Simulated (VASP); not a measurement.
Given:

```
AgCl
1.0
    0.00000     2.79853     2.79853
    2.79853     0.00000     2.79853
    2.79853     2.79853     0.00000
Ag Cl
1 1
Cartesian
  0.00000   0.00000   0.00000
  2.79853   2.79853   2.79853
```

Computed with PBE GGA, VASP's PBE PAW potentials (set 64) (plane waves; VASP). Settings: 530 eV cut-off, 7×7×7 Γ-centred mesh, Gaussian smearing of 0.050 eV, potentials Ag Cl.

Q: Give the elastic stiffness tensor with the ions relaxed (GPa, in the frame of the cell).

A: 
```json
[
 {"": "xx", "xx": "54.6", "yy": "37.5", "zz": "37.5", "yz": "0.0", "xz": "0.0", "xy": "0.0"},
 {"": "yy", "xx": "37.5", "yy": "54.6", "zz": "37.5", "yz": "0.0", "xz": "0.0", "xy": "0.0"},
 {"": "zz", "xx": "37.5", "yy": "37.5", "zz": "54.6", "yz": "0.0", "xz": "0.0", "xy": "0.0"},
 {"": "yz", "xx": "0.0", "yy": "0.0", "zz": "0.0", "yz": "6.3", "xz": "0.0", "xy": "0.0"},
 {"": "xz", "xx": "0.0", "yy": "0.0", "zz": "0.0", "yz": "0.0", "xz": "6.3", "xy": "0.0"},
 {"": "xy", "xx": "0.0", "yy": "0.0", "zz": "0.0", "yz": "0.0", "xz": "0.0", "xy": "6.3"}
]
```

Q: What does the run give for the Hill bulk modulus, Hill shear modulus, Young's modulus, Poisson's ratio?

A: 
* **Hill bulk modulus**: 43.2 GPa
* **Hill shear modulus**: 7.1 GPa
* **Young's modulus**: 20.2 GPa
* **Poisson's ratio**: 0.422

The compound is AgCl in the rock salt structure. It was relaxed first.
